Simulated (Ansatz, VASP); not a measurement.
Zr3Bi2Au: VASP beside Ansatz

The input INCAR:

```
SYSTEM = Zr3Bi2Au
PREC     = Accurate       ! precision mode
ENCUT    = 520            ! plane-wave cutoff, eV
EDIFF    = 1E-6           ! SCF threshold, eV
ISMEAR   = 0              ! smearing method
SIGMA    = 0.1            ! smearing width, eV
LREAL    = .False.        ! projectors in reciprocal space
LASPH    = .True.         ! aspherical terms in the spheres
NELM     = 80             ! most SCF steps
ALGO     = Normal         ! electronic algorithm
ISIF     = 2              ! what is computed and relaxed
LWAVE    = .False.        ! write WAVECAR
LCHARG   = .False.        ! write CHGCAR
GGA      = PE             ! functional
NBANDS   = 48             ! bands
```

File KPOINTS:

```
regular mesh
0
Gamma
  6 6 1
  0 0 0
```

The input POSCAR:

```
Zr3Bi2Au
1.0
    3.4560236100      0.0000000000      0.0000000000
   -1.7280118100      2.9930042500      0.0000000000
    0.0000000000      0.0000000000     15.2258629500
Zr Bi Au
3 2 1
Direct
    0.0000000000      0.0000000000      0.8303942400
    0.3333333300      0.6666666700      0.0000000000
    0.0000000000      0.0000000000      0.1696057600
    0.6666666700      0.3333333300      0.3434910600
    0.6666666700      0.3333333300      0.6565089400
    0.0000000000      0.0000000000      0.5000000000
```

Input for Ansatz:

```yaml
crystal:
  lattice:
    - [3.45602361, 0.0, 0.0]
    - [-1.72801181, 2.99300425, 0.0]
    - [0.0, 0.0, 15.22586295]
  atoms:
    - { symbol: Zr, position: [0.0, 0.0, 0.83039424] }
    - { symbol: Zr, position: [0.33333333, 0.66666667, 0.0] }
    - { symbol: Zr, position: [0.0, 0.0, 0.16960576] }
    - { symbol: Bi, position: [0.66666667, 0.33333333, 0.34349106] }
    - { symbol: Bi, position: [0.66666667, 0.33333333, 0.65650894] }
    - { symbol: Au, position: [0.0, 0.0, 0.5] }
basis:
  ecutwfc: 420
kpoints:
  mp_grid: { grid: [6, 6, 1] }
hamiltonian:
  xc: pbe
scf:
  occupations: { method: gaussian, width: 0.1 }
  lower_state_search: "off"
output:
  forces: true
  stress: true
  eigenvalues: true
```

Alike in both runs: task single point; functional PBE; k mesh 6 × 6 × 1; occupations gaussian, width 0.1 eV; no spin polarisation.

```csv
,VASP,Ansatz
version,VASP 6.6.1,Ansatz 0.2.0
potentials or method,"VASP PAW PBE potentials, release 64 (Zr_sv, Bi_d, Au)","scalar-relativistic, plane waves, PAW"
plane-wave cutoff (eV),520,420
valence electrons in the cell,77,85
```

```tsv
	VASP	Ansatz	Ansatz less VASP
gap on the k mesh at the Fermi level (eV)	none	none	-
pressure (GPa)	-4.1	-4.1	+0.03
largest component of the traceless stress (GPa)	0.33	0.32	-0.007
rms of the force components (eV/Å)	0.176	0.176	-0.0002
```

Atom by atom the forces differ by 0.002 eV/Å (rms over components). A gap of «none» marks a metal or a gap that the smearing closes. With one functional, cell and mesh, what is left measures potentials, basis and numerics. The two sets of potentials don't hold the same shells in valence.

Caveats: the k mesh is coarse (spacing up to 0.41 Å⁻¹), so the values aren't converged; spin-orbit coupling is left out, which moves the levels of the heavy elements.
